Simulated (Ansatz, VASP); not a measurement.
## Co: VASP beside Ansatz

Aim: how closely do two programs agree when they are given the same cell, functional and k mesh? The cell is taken from a series of runs on this material, whose earlier steps may have relaxed, scaled, displaced or heated it; both programs get it as it stands.

Calculated with Ansatz 0.2.0; plane waves, with VASP 6.6.1 beside it; single point at r2SCAN.

### Step 1. The structure

It takes space group P6_3/mmc (No. 194, hexagonal). Conventional cell: a = 2.429 Å, b = 2.429 Å, c = 7.951 Å, α = 90.00°, β = 90.00°, γ = 120.00°. Nearest to Co lie 12 Co at 2.43 Å. Nearest to Co lie 12 Co at 2.43 Å.

### Step 2. Ansatz: single point, r2SCAN, pair 1

Ansatz runs on its default PAW (the set named soft_2) files.

With cell and atoms fixed, the geometry can't cause a difference; cores, projectors, grids and the points listed under the comparison can.

The input, input.yaml:

```yaml
crystal:
  lattice:
    - [2.42867976, 0.0, 0.0]
    - [-1.21433988, 2.10329837, 0.0]
    - [0.0, 0.0, 7.9511186]
  atoms:
    - { symbol: Co, position: [0.0, 0.0, 0.0], spin: 0.6 }
    - { symbol: Co, position: [0.33333333, 0.66666667, 0.25], spin: 0.6 }
    - { symbol: Co, position: [0.0, 0.0, 0.5], spin: 0.6 }
    - { symbol: Co, position: [0.66666667, 0.33333333, 0.75], spin: 0.6 }
magnetization:
  spin_polarized: true
kpoints:
  mp_grid: { grid: [19, 19, 5] }
hamiltonian:
  xc: r2scan
scf:
  occupations: { method: fermi_dirac, width: 0.1 }
  max_iter: 120
  convergence: { dr2_threshold: 1.0e-08 }
basis:
  ecutwfc: 500.0
output:
  stress: true
```

Started as:

```bash
$ ansatz run input.yaml --threads 1 --pin off --max-ram 2048MiB --backend cpu --events-out ev --progress --plain --runs-dir out
```

Numbers of over 12 decimals in the logs are rounded to 6 here.

The program printed:

```text
Warning: output.stress: scf.convergence.dr2_threshold = 1e-8 eV is looser than the 4e-10 eV advised for a printed stress (1e-10 eV for each atom of the cell: 4). What an SCF threshold leaves in a stress goes as its square root, and in the free energy as the threshold itself, and one threshold admits the most on a small cell: [figures from the program's tests cut] Set scf.convergence.dr2_threshold to 4e-10 eV or tighter. The threshold is an SCF's pass mark: one that does not reach it within its budget of iterations ends unconverged, or closes short of it on a stop that the run arms, and scf.convergence.dr2_threshold's page says what that costs each kind of run
Engine: ansatz 0.2.0, aarch64-unknown-linux-gnu
Pseudopotentials: kind: paw
Pseudopotential: Co, paw, valence charge 17, recommended cutoff 500 eV (meta_gga), Co.paw.azcp
Functional definition: r2SCAN
  parameter k0 = 0.174
  parameter k1 = 0.065
  parameter a1 = 4.9479
  exchange = r2scan_x(k0 = k0, k1 = k1, a1 = a1)
  correlation = r2scan_c
Crystal: 4 atoms, lattice volume = 40.616 Å³
Basis set: ecut = 500 eV, 1043 PW (Γ), exchange–correlation on 72×72×240 points (64 copies of the dense FFT grid, shifted against one another)
Bands: 43, of which v1, the nominal top of the filled ones, is band 34 counted from 1 (33 counted from 0)
Symmetry: 24 space group operations
Space group: P63/mmc (ITA 194), of the structure as read, at distance tolerance 3.4e-5 Å
Magnetic group: BNS 194.263 (UNI 1493), of the structure as read, at distance tolerance 3.4e-5 Å
k-points: 120 of 1805
Non-local potential: Co, projectors of the file, l = 0: 3, l = 1: 2, l = 2: 3, l = 3: 1
PAW form: soft (Blöchl's): semilocal exchange-correlation on the pseudo side does not see the compensation charge
PAW frozen core: Co, regenerated for the run's functional (the file was generated under x = pbe(κ = 0.804, μ = 0.219515), c = pbe(β = 0.066725))
PAW one-centre angular grid: Co, 590 points (default); XC on 160 Gauss nodes
Initial density: superposition of atomic densities (chi_scale 0.1, normalization cell)
Starting moments: Σ|m| = 2.4 μB on 4 of 4 sites
Initial wavefunctions: pseudopotential atomic-orbital guess
Functional: x = r2scan, c = r2scan; τ floored in thin density (d = 2e-4 eV/Å³)
SCF iter   1: F=—  HF=-20522.337440 eV  |F-HF|=—  |Δ(HF+E_count)|=         —  Δρ=1.00e-1 (↑3.92e-2 ↓1.00e-1)  dr2=4.46e0  dr2_τ=3.67e-2  dr2_m=3.77e-1  M=2.740 μB ∫|m|=2.845 μB  β_m=1.00  ethr=3.10e-3  ⟨swp⟩=5.9  Hψ=32651  notcnv=0
Mixer restart at iter 1: flushing history
preconditioner: auto → none  [metal: Δε(μ)=0.001 eV  Ē_g=7.430 eV  σ=0.100 eV  W_gap=0.00  n_scr=6 (ndim 8)  ℏωp=35.0 eV  f_vac=0.000  D(μ)=8.53/eV (n_scr^D=164)  sad-step TF]
SCF iter   2: F=—  HF=-20521.133755 eV  |F-HF|=—  |Δ(HF+E_count)|=    1.20e0  Δρ=3.32e-2 (↑1.28e-2 ↓3.32e-2)  dr2=2.90e-1  dr2_τ=4.14e-2  dr2_m=1.43e-1  M=3.073 μB ∫|m|=3.310 μB  β_m=1.00  ethr=3.10e-3  ⟨swp⟩=2.5  Hψ=18294  notcnv=0  defer=89  κ⁻¹=1.0e0(r=1)
SCF iter   3: F=—  HF=-20526.059318 eV  |F-HF|=—  |Δ(HF+E_count)|=         —  Δρ=2.13e-1 (↑1.88e-1 ↓2.13e-1)  dr2=3.54e-1  dr2_τ=1.29e-1  dr2_m=1.49e1  M=7.850 μB ∫|m|=8.276 μB  β_m=1.00  ethr=4.26e-4  ⟨swp⟩=2.3  Hψ=15486  notcnv=0  defer=90
Mixer restart at iter 3: flushing history
SCF iter   4: F=—  HF=-20526.681958 eV  |F-HF|=—  |Δ(HF+E_count)|=   6.23e-1  Δρ=7.99e-2 (↑6.53e-2 ↓7.99e-2)  dr2=4.68e0  dr2_τ=1.07e-2  dr2_m=5.44e-2  M=7.085 μB ∫|m|=8.012 μB  β_m=1.00  ethr=7.35e-5  ⟨swp⟩=3.5  Hψ=26491  notcnv=0  defer=90
SCF iter   5: F=—  HF=-20525.991745 eV  |F-HF|=—  |Δ(HF+E_count)|=   6.90e-1  Δρ=6.68e-3 (↑6.23e-3 ↓6.68e-3)  dr2=2.07e-2  dr2_τ=2.54e-2  dr2_m=2.06e-3  M=7.086 μB ∫|m|=8.108 μB  β_m=1.00  ethr=7.35e-5  ⟨swp⟩=3.5  Hψ=29481  notcnv=0  defer=141  κ⁻¹=1.0e0(r=1)
SCF iter   6: F=—  HF=-20526.038709 eV  |F-HF|=—  |Δ(HF+E_count)|=   4.70e-2  Δρ=6.11e-3 (↑5.76e-3 ↓6.11e-3)  dr2=4.43e-2  dr2_τ=3.57e-4  dr2_m=3.60e-4  M=7.052 μB ∫|m|=8.117 μB  β_m=1.00  ethr=3.05e-5  ⟨swp⟩=2.0  Hψ=21554  notcnv=0  defer=144  κ⁻¹=9.3e-3(r=2)
SCF iter   7: F=—  HF=-20526.072472 eV  |F-HF|=—  |Δ(HF+E_count)|=   3.38e-2  Δρ=4.71e-3 (↑3.44e-3 ↓4.71e-3)  dr2=2.09e-2  dr2_τ=1.84e-4  dr2_m=3.89e-4  M=7.032 μB ∫|m|=8.111 μB  β_m=1.00  ethr=3.05e-5  ⟨swp⟩=2.1  Hψ=13364  notcnv=0  defer=144  κ⁻¹=1.6e-3(r=3)
SCF iter   8: F=—  HF=-20526.093265 eV  |F-HF|=—  |Δ(HF+E_count)|=   2.08e-2  Δρ=3.14e-3 (↑2.09e-3 ↓3.14e-3)  dr2=8.45e-3  dr2_τ=8.87e-5  dr2_m=1.96e-4  M=7.016 μB ∫|m|=8.100 μB  β_m=1.00  ethr=3.05e-5  ⟨swp⟩=1.0  Hψ=10336  notcnv=0  defer=144  κ⁻¹=1.8e-4(r=4)
[...]
SCF iter  10: F=—  HF=-20526.118432 eV  |F-HF|=—  |Δ(HF+E_count)|=   2.21e-3  Δρ=2.50e-4 (↑2.50e-4 ↓2.04e-4)  dr2=2.66e-5  dr2_τ=5.00e-7  dr2_m=2.71e-6  M=6.974 μB ∫|m|=8.052 μB  β_m=1.00  ethr=3.74e-7  ⟨swp⟩=2.0  Hψ=18523  notcnv=0  defer=144  κ⁻¹=7.5e-7(r=6)
SCF iter  11: F=—  HF=-20526.118527 eV  |F-HF|=—  |Δ(HF+E_count)|=   9.54e-5  Δρ=1.41e-4 (↑1.38e-4 ↓1.41e-4)  dr2=8.35e-6  dr2_τ=1.43e-7  dr2_m=7.84e-7  M=6.972 μB ∫|m|=8.048 μB  β_m=1.00  ethr=3.91e-8  ⟨swp⟩=2.1  Hψ=15845  notcnv=0  defer=144  κ⁻¹=1.7e-7(r=7)
SCF iter  12: F=—  HF=-20526.118580 eV  |F-HF|=—  |Δ(HF+E_count)|=   5.31e-5  Δρ=8.92e-5 (↑5.11e-5 ↓8.92e-5)  dr2=1.95e-6  dr2_τ=5.99e-8  dr2_m=4.01e-7  M=6.969 μB ∫|m|=8.044 μB  β_m=1.00  ethr=1.23e-8  ⟨swp⟩=2.0  Hψ=18667  notcnv=0  defer=144  κ⁻¹=3.4e-8(r=8)
SCF iter  13: F=—  HF=-20526.118586 eV  |F-HF|=—  |Δ(HF+E_count)|=   5.75e-6  Δρ=5.09e-5 (↑4.70e-5 ↓5.09e-5)  dr2=9.58e-7  dr2_τ=2.49e-8  dr2_m=2.93e-8  M=6.968 μB ∫|m|=8.043 μB  β_m=1.00  ethr=2.87e-9  ⟨swp⟩=2.0  Hψ=18360  notcnv=0  defer=144  κ⁻¹=4.3e-7(r=8)
SCF iter  14: F=—  HF=-20526.118590 eV  |F-HF|=—  |Δ(HF+E_count)|=   4.50e-6  Δρ=2.52e-5 (↑2.33e-5 ↓2.52e-5)  dr2=1.52e-7  dr2_τ=5.76e-9  dr2_m=1.92e-8  M=6.968 μB ∫|m|=8.043 μB  β_m=1.00  ethr=1.41e-9  ⟨swp⟩=2.0  Hψ=16133  notcnv=0  defer=144  κ⁻¹=1.1e-6(r=8)
SCF iter  15: F=—  HF=-20526.118592 eV  |F-HF|=—  |Δ(HF+E_count)|=   1.46e-6  Δρ=1.26e-5 (↑9.36e-6 ↓1.26e-5)  dr2=2.60e-8  dr2_τ=2.23e-9  dr2_m=4.51e-9  M=6.968 μB ∫|m|=8.043 μB  β_m=1.00  ethr=2.24e-10  ⟨swp⟩=2.0  Hψ=18317  notcnv=0  defer=144  κ⁻¹=5.3e-7(r=8)
SCF iter  16: F=—  HF=-20526.118592 eV  |F-HF|=—  |Δ(HF+E_count)|=   3.83e-7  Δρ=7.97e-6 (↑5.70e-6 ↓7.97e-6)  dr2=1.43e-8  dr2_τ=4.27e-10  dr2_m=4.39e-9  M=6.968 μB ∫|m|=8.044 μB  β_m=1.00  ethr=3.82e-11  ⟨swp⟩=2.0  Hψ=18844  notcnv=0  defer=144  κ⁻¹=3.6e-7(r=8)
SCF iter  17: F=—  HF=-20526.118592 eV  |F-HF|=—  |Δ(HF+E_count)|=   1.79e-7  Δρ=3.60e-6 (↑1.80e-6 ↓3.60e-6)  dr2=3.74e-9  dr2_τ=5.25e-11  dr2_m=8.65e-10  M=6.968 μB ∫|m|=8.044 μB  β_m=1.00  ethr=2.10e-11  ⟨swp⟩=2.3  Hψ=19011  notcnv=0  defer=144  κ⁻¹=1.5e-6(r=8)
SCF iter  18: F=—  HF=-20526.118592 eV  |F-HF|=—  |Δ(HF+E_count)|=   1.74e-8  Δρ=1.73e-6 (↑1.27e-6 ↓1.73e-6)  dr2=6.75e-10  dr2_τ=2.89e-11  dr2_m=1.43e-10  M=6.968 μB ∫|m|=8.044 μB  β_m=1.00  ethr=5.50e-12  ⟨swp⟩=2.0  Hψ=17660  notcnv=0  defer=144  κ⁻¹=4.8e-6(r=8)
SCF iter  19: F=-20526.118592 eV  HF=-20526.118592 eV  |F-HF|=3.11e-9  |Δ(HF+E_count)|=   3.21e-9  Δρ=3.50e-6 (↑8.85e-7 ↓3.50e-6)  dr2=6.23e-9  dr2_τ=3.24e-11  dr2_m=8.02e-10  M=6.968 μB ∫|m|=8.044 μB  ethr=1.00e-12  ⟨swp⟩=2.0  Hψ=34678  notcnv=0
SCF 1 converged in 19 iterations: F = -20526.118592 eV  dr2 = 6.23e-9
  greatest PAW one-centre occupation: 1.004 electrons in one spin orbital (limit 2), on the Co atom at site 0 (counted from 0), in its partial waves of l = 1
this state was not tested for a lower state beside it, because the mixer in use, unlike msr1, does not test its closes by its own steps (another_mixer; see scf.mixing.algorithm and scf.lower_state_search)
SCF converged after 19 iterations
Magnetization: 6.9681 μB (37.4841 up, 30.5159 down)
Absolute magnetization: 8.0509 μB (∫|ρ↑−ρ↓|, with the PAW one-centre terms)
Spin contamination: 0.2247 ħ² per cell (⟨S²⟩ above its minimum at these occupations)
Per-site moments (μB) at R_I (Å): [(1.848802, 1.001830), (1.875659, 1.001830), (1.848802, 1.001830), (1.875659, 1.001830)]
Free energy (F): -20526.118592 eV
Harris-Foulkes:  -20526.118592 eV  (|F-HF|=3.11e-9)
Internal energy: -20526.027252 eV  (E = F + TS)
E sigma→0 (E₀):  -20526.072922 eV
Entropy (-TS):   -0.091340 eV (-22.835 meV/atom)
Fermi energy:    20.394450 eV
--- Per-component energies (eV) ---
  E_band       = -978.187880
  E_kinetic    = 1824.533915
  E_local      = -10955.860612  (includes V_loc(G=0)·N_el)
  E_nonlocal   = 1824.879422
  E_hartree    = 4612.751540
  E_xc         = -633.621411
  E_vxc        = -924.354703  (∫ρ·V_xc dr)
  E_paw        = -6096.478446  (= ΣΔE_a)
  E_vpaw       = -2032.062599  (= ΣTr[D̂ρ^β])
  E_aug_tail   = 0.000133  (compensation charges beyond the density's cutoff)
  E_vtau       = 59.172146  (kinetic-family band-sum trace: ∫τ·v_τ [+ j·A + Jᵃ·Aᵃ] dr)
  E_ewald      = -11101.050968
  E_core_change = -1.180825  (= ΣΔE_core)
  E_smearing   = -0.091340  (= −TS)
  E_closure    = 0.000000  (closes the sum)
  Σ components = -20526.118592   (vs F -20526.118592, Δ=0.00e0)
--- Stress (GPa, compression-positive) ---
       13.283971      -0.000000       0.000000
        0.000000      13.283971       0.000000
        0.000000       0.000000      11.987214
  P = ⅓ Tr σ = 12.8517 GPa (128.517 kbar)
```

Reading the cycles: dr2 is the Hartree energy of the density residual (eV), the measure of convergence; HF is the Harris–Foulkes estimate of the energy, which meets the free energy F at convergence.

The run ends at a pressure of 12.85 GPa.

### Step 3. VASP: single point, r2SCAN, pair 1

The same cell, functional, mesh and smearing now go to VASP, with its own data sets.

Lines of VASP's logs that name or quote its potential files are left out, and so is its time.

The input, INCAR:

```
SYSTEM = Co
PREC = Accurate
ENCUT = 660
EDIFF = 1E-06
NELM = 200
ISMEAR = -1
SIGMA = 0.1
LREAL = .FALSE.
ALGO = Normal
METAGGA = R2SCAN
LASPH = .TRUE.
NBANDS = 31
ISPIN = 2
MAGMOM = 1.85 1.88 1.85 1.88
LMAXMIX = 4
LORBIT = 11
LWAVE = .FALSE.
LCHARG = .FALSE.
ISIF = 2
GGA_COMPAT = .FALSE.
LMIXTAU = .TRUE.
KPAR = 2
```

The input, POSCAR:

```
Co
1.0
    2.4286797600      0.0000000000      0.0000000000
   -1.2143398800      2.1032983700      0.0000000000
    0.0000000000      0.0000000000      7.9511186000
Co
4
Direct
    0.0000000000      0.0000000000      0.0000000000
    0.3333333333      0.6666666667      0.2500000000
    0.0000000000      0.0000000000      0.5000000000
    0.6666666667      0.3333333333      0.7500000000
```

The input, KPOINTS:

```
Automatic mesh
0
Gamma
19 19 5
0 0 0
```

Potentials, in the order of the species: Co (PBE family, release 64).

Started as:

```bash
$ mpirun -np 2 vasp_std
```

The program printed:

```text
[banner, memory and clock lines left out]
running    2 mpi-ranks, on    1 nodes
 distrk:  each k-point on    1 cores,    2 groups
 distr:  one band on    1 cores,    1 groups

 POSCAR found type information on POSCAR Co
 POSCAR found :  1 types and       4 ions
|                                                                             |
|               ----> ADVICE to this user running VASP <----                  |
|                                                                             |
|     You enforced a specific xc type in the INCAR file but a different       |
|     [... a line on the potential file left out ...]
|     I HOPE YOU KNOW WHAT YOU ARE DOING!                                     |
|                                                                             |

 LDA part: xc-table for (None), standard interpolation
 POSCAR, INCAR and KPOINTS ok, starting setup
 FFT: planning ... GRIDC
 FFT: planning ... GRID_SOFT
 FFT: planning ... GRID
 WAVECAR not read
 entering main loop
       N       E                     dE             d eps       ncg     rms          rms(c)
DAV:   1     0.246261567460E+03    0.24626E+03   -0.18274E+04 15152   0.194E+03
DAV:   2    -0.421389999090E+02   -0.28840E+03   -0.26674E+03 14880   0.345E+02
DAV:   3    -0.622586854297E+02   -0.20120E+02   -0.18949E+02 16441   0.121E+02
DAV:   4    -0.626583727664E+02   -0.39969E+00   -0.39885E+00 18427   0.164E+01
DAV:   5    -0.626776721993E+02   -0.19299E-01   -0.19297E-01 21530   0.277E+00    0.264E+01
DAV:   6    -0.553358528447E+02    0.73418E+01   -0.35854E+01 16681   0.932E+01    0.125E+01
DAV:   7    -0.527546580024E+02    0.25812E+01   -0.42921E+00 17645   0.363E+01    0.972E+00
DAV:   8    -0.537249381690E+02   -0.97028E+00   -0.50839E+00 18781   0.497E+01    0.146E+01
DAV:   9    -0.528530324710E+02    0.87191E+00   -0.21330E+00 18925   0.350E+01    0.314E+00
DAV:  10    -0.528215264089E+02    0.31506E-01   -0.22560E-01 20238   0.657E+00    0.814E-01
DAV:  11    -0.528320417656E+02   -0.10515E-01   -0.27972E-02 17274   0.159E+00    0.479E-01
DAV:  12    -0.528363851717E+02   -0.43434E-02   -0.27685E-03 24897   0.618E-01    0.212E-01
DAV:  13    -0.528396541667E+02   -0.32690E-02   -0.26206E-03 19566   0.523E-01    0.145E-01
DAV:  14    -0.528397207689E+02   -0.66602E-04   -0.78732E-04 21583   0.331E-01    0.822E-02
DAV:  15    -0.528401144956E+02   -0.39373E-03   -0.46931E-04 18721   0.256E-01    0.431E-02
DAV:  16    -0.528401568518E+02   -0.42356E-04   -0.12981E-04 23638   0.144E-01    0.344E-02
DAV:  17    -0.528401576006E+02   -0.74880E-06   -0.24816E-05 17287   0.746E-02    0.148E-02
DAV:  18    -0.528401552708E+02    0.23298E-05   -0.55075E-06 14248   0.457E-02    0.583E-03
DAV:  19    -0.528401564228E+02   -0.11520E-05   -0.33811E-06 12465   0.176E-02    0.341E-03
DAV:  20    -0.528401557751E+02    0.64767E-06   -0.44887E-07  8049   0.855E-03
   1 F= -.52840156E+02 E0= -.52793496E+02  d E =-.933196E-01  mag=     6.9349
```

Parts of OUTCAR (step 3):

```text
ion  position               nearest neighbor table
   1  0.000  0.000  0.000-   2 2.43   4 2.43   4 2.43   2 2.43   4 2.43   2 2.43
   2  0.333  0.667  0.250-   1 2.43   3 2.43   1 2.43   3 2.43   1 2.43   3 2.43
   3  0.000  0.000  0.500-   2 2.43   4 2.43   4 2.43   2 2.43   4 2.43   2 2.43
   4  0.667  0.333  0.750-   1 2.43   3 2.43   1 2.43   3 2.43   1 2.43   3 2.43

  LATTYP: Found a hexagonal cell.
 ALAT       =     2.4286797600
 C/A-ratio  =     3.2738439752

 Subroutine GETGRP returns: Found 24 space group operations
 (whereof 12 operations were pure point group operations)

The static configuration has the point symmetry D_3d.
 The point group associated with its full space group is D_6h.

 Found    120 irreducible k-points:

   k-points           NKPTS =    120   k-points in BZ     NKDIM =    120   number of bands    NBANDS=     31

   dimension x,y,z NGX =    20 NGY =   20 NGZ =   70
   dimension x,y,z NGXF=    40 NGYF=   40 NGZF=  140

   ENCUT  =  660.0 eV  48.51 Ry    6.96 a.u.   5.09  5.09 16.66*2*pi/ulx,y,z

   NELECT =      36.0000    total number of electrons

 k-points in reciprocal lattice and weights: Automatic mesh
   0.00000000  0.00000000  0.00000000       0.001
   0.05263158  0.00000000  0.00000000       0.003
   0.10526316  0.00000000  0.00000000       0.003
   0.15789474  0.00000000  0.00000000       0.003
   0.21052632  0.00000000  0.00000000       0.003
   0.26315789  0.00000000  0.00000000       0.003
   0.31578947  0.00000000  0.00000000       0.003
   0.36842105  0.00000000  0.00000000       0.003
   0.42105263  0.00000000  0.00000000       0.003
[...]
0.36842105  0.26315789  0.40000000       0.007
   0.31578947  0.31578947  0.40000000       0.007

 average (electrostatic) potential at core
       1 -82.2543       2 -82.2914       3 -82.2543       4 -82.2914

 E-fermi :  11.4085

 spin component 1
 k-point     1 :       0.0000    0.0000    0.0000
  band No.  band energies     occupation
    ...
     20       9.4499      1.00000
     21       9.4499      1.00000
     22       9.8839      1.00000
     23       9.8839      1.00000
     24      10.8607      0.99584
     25      17.9239      0.00000
     26      27.0318      0.00000
     27      27.0465      0.00000
     28      34.4782      0.00000
     29      35.0861      0.00000
    ...

 k-point     2 :       0.0526    0.0000    0.0000
  band No.  band energies     occupation
    ...
     19       9.1530      1.00000
     20       9.4445      1.00000
     21       9.4478      1.00000
     22       9.4989      1.00000
     23       9.8904      1.00000
     24      11.4319      0.44182
     25      17.9417      0.00000
     26      27.1064      0.00000
     27      27.1201      0.00000
     28      33.8950      0.00000
    ...

 k-point     3 :       0.1053    0.0000    0.0000
  band No.  band energies     occupation
    ...
     19       9.1110      1.00000
     20       9.4161      1.00000
     21       9.4310      1.00000
     22       9.6404      1.00000
     23       9.9087      1.00000
     24      12.4063      0.00005
     25      17.9991      0.00000
     26      27.3264      0.00000
     27      27.3367      0.00000
     28      31.8835      0.00000
    ...

 k-point     4 :       0.1579    0.0000    0.0000
  band No.  band energies     occupation
    ...
     19       9.1388      1.00000
     20       9.4189      1.00000
     21       9.6882      1.00000
     22       9.8550      1.00000
     23       9.9352      1.00000
     24      13.5094      0.00000
     25      18.1072      0.00000
     26      27.6633      0.00000
     27      27.6731      0.00000
     28      29.3494      0.00000
    ...

 k-point     5 :       0.2105    0.0000    0.0000
  band No.  band energies     occupation
    ...
     19       9.1817      1.00000
     20       9.4272      1.00000
     21       9.9662      1.00000
     22       9.9887      1.00000
     23      10.1195      1.00000
     24      14.7049      0.00000
     25      18.2775      0.00000
     26      26.6846      0.00000
     27      27.8995      0.00000
     28      28.2124      0.00000
    ...

 k-point     6 :       0.2632    0.0000    0.0000
  band No.  band energies     occupation
    ...
     19       9.2755      1.00000
     20       9.4871      1.00000
     21       9.9999      1.00000
     22      10.3111      0.99998
     23      10.4286      0.99994
     24      15.9772      0.00000
     25      18.4980      0.00000
     26      24.2793      0.00000
     27      26.3413      0.00000
     28      26.6056      0.00000
    ...

  Total        3.2993559      3.2993559      2.9721732     -0.0000000     -0.0000000      0.0000000
  in kB      130.1488627    130.1488627    117.2425690     -0.0000000     -0.0000000      0.0000000
  external PRESSURE =     125.8467648 kB  Pullay stress =       0.0000000 kB

  energy-cutoff  :      660.00
  volume of cell :       40.62
      direct lattice vectors                 reciprocal lattice vectors
     2.428679760  0.000000000  0.000000000     0.411746339  0.237721860  0.000000000
    -1.214339880  2.103298370  0.000000000     0.000000000  0.475443719  0.000000000
     0.000000000  0.000000000  7.951118600     0.000000000  0.000000000  0.125768467

 POSITION                                       TOTAL-FORCE (eV/Angst)
 -----------------------------------------------------------------------------------
      0.00000      0.00000      0.00000        -0.000000      0.000000     -0.000000
     -0.00000      1.40220      1.98778         0.000000     -0.000000      0.000000
      0.00000      0.00000      3.97556        -0.000000      0.000000     -0.000000
      1.21434      0.70110      5.96334        -0.000000      0.000000      0.000000
 -----------------------------------------------------------------------------------
    total drift:                                0.000000     -0.000000      0.000000

  FREE ENERGIE OF THE ION-ELECTRON SYSTEM (eV)
  ---------------------------------------------------
  free  energy   TOTEN  =       -52.8401557751 eV

  energy  without entropy=      -52.7468361557  energy(sigma->0) =      -52.79349597

 total charge
# of ion       s       p       d       tot
------------------------------------------
    1        0.541   0.620   7.278   8.439
    2        0.539   0.624   7.268   8.431
    3        0.541   0.620   7.278   8.439
    4        0.539   0.624   7.268   8.431
--------------------------------------------------
tot          2.160   2.488  29.092  33.741

 magnetization (x)
# of ion       s       p       d       tot
------------------------------------------
    1       -0.010  -0.077   1.853   1.767
    2       -0.009  -0.079   1.878   1.791
    3       -0.010  -0.077   1.853   1.767
    4       -0.009  -0.079   1.878   1.791
--------------------------------------------------
tot         -0.038  -0.310   7.462   7.114

[... 6 further parts left out ...]
```

SCAN-type functionals tend to overstate the moments of itinerant magnets.

(Continued in part 2 of 2.)

[Lines on the potential files, build, host, timing and source positions are cut from VASP's logs without a mark.]

[Logs are printed without paths, hosts, clocks, repeated set-up lines and the standing remarks that a program may print on its own settings, such as how far it seeks lower states.]

[Hosts, paths, dates, database ids (printed as entryN), source tags and the programs' standing remarks are cut or masked in the printed files.]
